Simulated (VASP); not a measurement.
# The low-index faces of Sc, part 3 of 5

Aim: compare the low-index faces of Sc at one level of theory.

VASP 6.6.1; PBEsol; plane waves and PAW (Sc_sv).

So far. Step 3 (The bulk reference, job self-consistent run, k-mesh …): The run ends at a pressure of -0.38 GPa. Step 4 (Surface relaxation, 8 atoms, face Sc(0001)): The run ended after 8 ionic steps, 0.011 eV below its first step, once the forces on the free atoms met EDIFFG = -0.03.

## Step 5: Vacuum level and density of states, 8 atoms, face Sc(0001)

A static run writes the electrostatic potential without exchange and correlation (LVHAR), which is flat in the vacuum and gives the level to count from. The dipole correction cancels the field that unlike faces would set up across the vacuum.

INCAR reads:

```
SYSTEM = Sc
PREC = Normal
ENCUT = 320
EDIFF = 1E-06
NELM = 120
ISMEAR = 1
SIGMA = 0.15
LREAL = .FALSE.
ALGO = Fast
GGA = PS
NBANDS = 54
LASPH = .TRUE.
LORBIT = 11
LWAVE = .FALSE.
LCHARG = .TRUE.
KPAR = 4
IDIPOL = 3
LDIPOL = .TRUE.
DIPOL = 0.5 0.5 0.5
LVHAR = .TRUE.
LVACPOTAV = .TRUE.
NEDOS = 1500
```

POSCAR reads:

```
Sc
1.0
    3.2792039134      0.0000000000      0.0000000000
    1.6396019567      2.8398738932      0.0000000000
    0.0000000000      0.0000000000     32.7633142526
Sc
8
Direct
    0.6666666700      0.6666666700      0.2299029017
    0.0000000000      0.0000000000      0.3053468882
    0.6666666700      0.6666666700      0.3836732829
    0.0000000000      0.0000000000      0.4614514016
    0.6666666700      0.6666666700      0.5385485984
    0.0000000000      0.0000000000      0.6163267171
    0.6666666700      0.6666666700      0.6946531118
    0.0000000000      0.0000000000      0.7700970983
```

KPOINTS reads:

```
Automatic mesh
0
Gamma
12 12 1
0 0 0
```

The projector-augmented-wave data sets are Sc_sv (PBE family, release 64).

Launch:

```sh
mpirun -np 4 vasp_std
```

Output:

```text
[... set-up lines as in an earlier step ...]
 entering main loop
       N       E                     dE             d eps       ncg     rms          rms(c)
DAV:   1     0.157364707227E+04    0.15736E+04   -0.34034E+04  2484   0.111E+03
DAV:   2     0.675130721684E+02   -0.15061E+04   -0.14894E+04  2852   0.704E+02
DAV:   3    -0.526281883472E+02   -0.12014E+03   -0.11559E+03  3386   0.259E+02
DAV:   4    -0.595085504846E+02   -0.68804E+01   -0.66352E+01  3384   0.535E+01
DAV:   5    -0.598664278745E+02   -0.35788E+00   -0.34901E+00  3408   0.113E+01    0.171E+01
RMM:   6    -0.989817835604E+02   -0.39115E+02   -0.11045E+02  2959   0.455E+01    0.158E+01
RMM:   7    -0.582344228133E+02    0.40747E+02   -0.98887E+00  2337   0.313E+01    0.113E+01
RMM:   8    -0.536092777289E+02    0.46251E+01   -0.90842E+00  2683   0.155E+01    0.761E+00
RMM:   9    -0.543038022451E+02   -0.69452E+00   -0.55411E+00  2733   0.105E+01    0.715E+00
RMM:  10    -0.542068759998E+02    0.96926E-01   -0.73056E+00  2951   0.118E+01    0.777E+00
RMM:  11    -0.514332296586E+02    0.27736E+01   -0.76806E-01  2916   0.414E+00    0.281E+00
RMM:  12    -0.513888939969E+02    0.44336E-01   -0.53180E-01  3057   0.215E+00    0.243E+00
RMM:  13    -0.512539869925E+02    0.13491E+00   -0.30868E-01  3051   0.232E+00    0.759E-01
RMM:  14    -0.512831771503E+02   -0.29190E-01   -0.15837E-01  3361   0.982E-01    0.115E+00
RMM:  15    -0.512454781665E+02    0.37699E-01   -0.33691E-02  3048   0.674E-01    0.707E-01
RMM:  16    -0.512286201267E+02    0.16858E-01   -0.50771E-02  3003   0.705E-01    0.271E-01
RMM:  17    -0.512360674678E+02   -0.74473E-02   -0.32537E-02  3178   0.419E-01    0.485E-01
RMM:  18    -0.512335147000E+02    0.25528E-02   -0.11799E-02  3280   0.216E-01    0.346E-01
RMM:  19    -0.512316106419E+02    0.19041E-02   -0.61811E-03  3073   0.285E-01    0.793E-02
RMM:  20    -0.512314874916E+02    0.12315E-03   -0.29003E-03  3063   0.105E-01    0.666E-02
RMM:  21    -0.512316696835E+02   -0.18219E-03   -0.20504E-03  3217   0.903E-02    0.963E-02
RMM:  22    -0.512315455969E+02    0.12409E-03   -0.12945E-03  2733   0.721E-02    0.496E-02
RMM:  23    -0.512316171889E+02   -0.71592E-04   -0.79367E-04  2827   0.490E-02    0.246E-02
RMM:  24    -0.512316771179E+02   -0.59929E-04   -0.45346E-04  2495   0.330E-02    0.919E-03
RMM:  25    -0.512317549679E+02   -0.77850E-04   -0.24163E-04  2417   0.228E-02    0.734E-03
RMM:  26    -0.512318075791E+02   -0.52611E-04   -0.19579E-04  2219   0.141E-02    0.561E-03
RMM:  27    -0.512318656951E+02   -0.58116E-04   -0.11455E-04  2137   0.123E-02    0.988E-03
RMM:  28    -0.512318969256E+02   -0.31230E-04   -0.88790E-05  2142   0.117E-02    0.551E-03
RMM:  29    -0.512319074932E+02   -0.10568E-04   -0.54908E-05  1897   0.833E-03    0.352E-03
RMM:  30    -0.512319158356E+02   -0.83424E-05   -0.43637E-05  1751   0.719E-03    0.186E-03
RMM:  31    -0.512319195068E+02   -0.36712E-05   -0.28814E-05  1711   0.590E-03    0.151E-03
RMM:  32    -0.512319220311E+02   -0.25242E-05   -0.22900E-05  1652   0.468E-03    0.124E-03
RMM:  33    -0.512319237961E+02   -0.17650E-05   -0.16681E-05  1629   0.416E-03    0.119E-03
RMM:  34    -0.512319251824E+02   -0.13863E-05   -0.13251E-05  1297   0.323E-03    0.119E-03
RMM:  35    -0.512319262145E+02   -0.10321E-05   -0.10481E-05  1179   0.302E-03    0.117E-03
RMM:  36    -0.512319270301E+02   -0.81566E-06   -0.82785E-06  1091   0.256E-03
 -----------------------------------------------------------------------------
|                                                                             |
|           W    W    AA    RRRRR   N    N  II  N    N   GGGG   !!!           |
|           W    W   A  A   R    R  NN   N  II  NN   N  G    G  !!!           |
|           W    W  A    A  R    R  N N  N  II  N N  N  G       !!!           |
|           W WW W  AAAAAA  RRRRR   N  N N  II  N  N N  G  GGG   !            |
|           WW  WW  A    A  R   R   N   NN  II  N   NN  G    G                |
|           W    W  A    A  R    R  N    N  II  N    N   GGGG   !!!           |
|                                                                             |
|     Did not find any points to average over, which means that no vacuum     |
|     field-free region was found. Please increase the size of  your cell     |
|     in the dimension of the dipole correction to obtain accurate            |
|     workfunction values.                                                    |
|                                                                             |
 -----------------------------------------------------------------------------

   1 F= -.51231927E+02 E0= -.51225736E+02  d E =-.185728E-01
```

Wall time 75 s (4 MPI ranks of Intel Xeon Platinum 8259CL at 2.50GHz (Skylake/Cascade Lake), shared host); peak memory 0.92 GiB; 4.4 min of CPU time.

From OUTCAR (step 5):

```text
   NELECT =      88.0000    total number of electrons

 dipolmoment           0.000000      0.000000     -0.000055 electrons x Angstroem

 E-fermi :   1.1498

 k-point     1 :       0.0000    0.0000    0.0000
  band No.  band energies     occupation
    ...
     38      -1.5308      2.00000
     39      -0.9826      2.00000
     40      -0.6504      2.00000
     41       1.1916      0.54827
     42       1.1941      0.52371
     43       1.8166     -0.00000
     44       1.8531     -0.00000
     45       1.9946     -0.00000
     46       2.2850     -0.00000
     47       2.5594     -0.00000
    ...

  Total       -1.4842247     -1.4842247     -0.7803495      0.0000000     -0.0000000     -0.0000000
  in kB       -7.7939017     -7.7939017     -4.0977406      0.0000000     -0.0000000     -0.0000000
  external PRESSURE =      -6.5618480 kB  Pullay stress =       0.0000000 kB

 POSITION                                       TOTAL-FORCE (eV/Angst)
 -----------------------------------------------------------------------------------
      3.27920      1.89325      7.53238        -0.000000      0.000000      0.008311
      0.00000      0.00000     10.00418        -0.000000     -0.000000      0.012657
      3.27920      1.89325     12.57041        -0.000000     -0.000000     -0.008917
      0.00000      0.00000     15.11868         0.000000     -0.000000     -0.027784
      3.27920      1.89325     17.64464        -0.000000      0.000000      0.027784
      0.00000      0.00000     20.19291         0.000000      0.000000      0.008917
      3.27920      1.89325     22.75914         0.000000      0.000000     -0.012657
      0.00000      0.00000     25.23093         0.000000     -0.000000     -0.008311
 -----------------------------------------------------------------------------------
    total drift:                               -0.000075     -0.000043     -0.004492

  FREE ENERGIE OF THE ION-ELECTRON SYSTEM (eV)
  ---------------------------------------------------
  free  energy   TOTEN  =       -51.2319270301 eV

  energy  without entropy=      -51.2133542454  energy(sigma->0) =      -51.22573610

 vacuum level on the upper side and lower side of the slab         4.672         4.673

[... 8 parts as in an earlier step ...]

[... 9 further parts left out ...]
```

This step gave:

```
electronic cycles                          : 36
energy at zero smearing                    : -51.2257 eV
dipole moment                              : 0, 0, -5.50e-5 e·Å
vacuum levels                              : 4.672, 4.673 eV
work functions of the upper and lower face : 3.522, 3.523 eV
```

The planar average of the electrostatic potential oscillates, so the rows of the table below give means over windows of 2.5 Å about each position, cut where the curve ends. Its maxima inside the range that stand out by 2 % of the span (Å: eV): 8.8: 0.332, 11.3: 0.552, 13.9: 0.482, 16.4: 0.405, 18.9: 0.481, 21.5: 0.552, 24.0: 0.331. Its minima: 7.5: -8.44, 10.0: -7.89, 12.5: -8.08, 15.1: -8.08, 17.6: -8.08, 20.2: -8.08, 22.8: -7.90, 25.3: -8.44.

Zero at the Fermi level. Planar average of the electrostatic potential against height; means over each step:

```
height (Å)  planar average of the electrostatic potential (eV)
      1.25                                                3.53
      3.75                                                3.49
      6.25                                              -0.922
      8.75                                               -3.96
     11.25                                               -3.61
     13.75                                               -3.73
     16.25                                               -3.81
     18.75                                               -3.73
     21.25                                               -3.65
     23.75                                               -3.91
     26.25                                               -2.12
     28.75                                                3.45
     31.25                                                3.53
```

Density of states in the PAW spheres, an atom over height of the layer and energy from the Fermi level.

Ten even steps from '_' (0.00 states/eV) to '@' (1.58 states/eV), each cell a mean:
```
@@--========--@@
@@%%########%%@@
++++++****++++++
----========----
----------------
::::::::::::::::
................
__............__
________________
________________
________________
________________
________________
________________
________________
________________
________________
________________
________________
________________
________________
________________
```
Columns: height of the layer (Å) from 7.5 to 25.2; rows upwards: energy from the Fermi level (eV) from -7.9 to 0.5.

Valence density in the ca plane at fractional y = 0.000, with atoms of Sc within 0.2 Å of it. It is the smooth field of the valence electrons, not physical close to the nuclei.

Ten steps, logarithmic in the rise over the least value, from '0' (0.00 × 1e0 e/Å³) to '9' (8.91 × 1e0 e/Å³), each cell a mean:
```
48997321122112489973212222225899620000000000
35764211122112357642111222223676410000000000
22332111222211223321112222112333210000000000
11111112233211111111112332111221110000000000
11111112233211111111122332211111110000000000
12222112222211122221112222112222110000000000
24553211222111245532112222122455310000000000
47886321122112478863211222224788520000000000
58997421222112589974212222225899730000000000
```
Columns run along c (16.0 Å, from fractional 0.43 to 0.92 of the cell), rows up along a (3.3 Å). Atoms in or near the plane, at fractional coordinates: Sc at (0.46, 0.00), Sc at (0.62, 0.00), Sc at (0.77, 0.00).

The map of layer states is cut here 0.5 eV above the Fermi level, so it leaves out the states above that.

The vacuum level lies 3.52 eV above the Fermi level at the upper face; both faces agree, as the slab has next to no dipole.

The program found no field-free point at its default tolerance, but its printed level agrees with the flat part of the planar average.

On this mesh the fine structure of the density of states is sampling noise, and high empty states may be cut by the number of bands.

(Continued in part 4 of 5.)

[Lines on the potential files, build, host, timing and source positions are cut from VASP's logs without a mark.]

[Logs are printed without paths, hosts, clocks, repeated set-up lines and the standing remarks that a program may print on its own settings, such as how far it seeks lower states.]

[Hosts, paths, dates, database ids (printed as entryN), source tags and the programs' standing remarks are cut or masked in the printed files.]

[Runs that stopped without an error message from VASP are left out.]
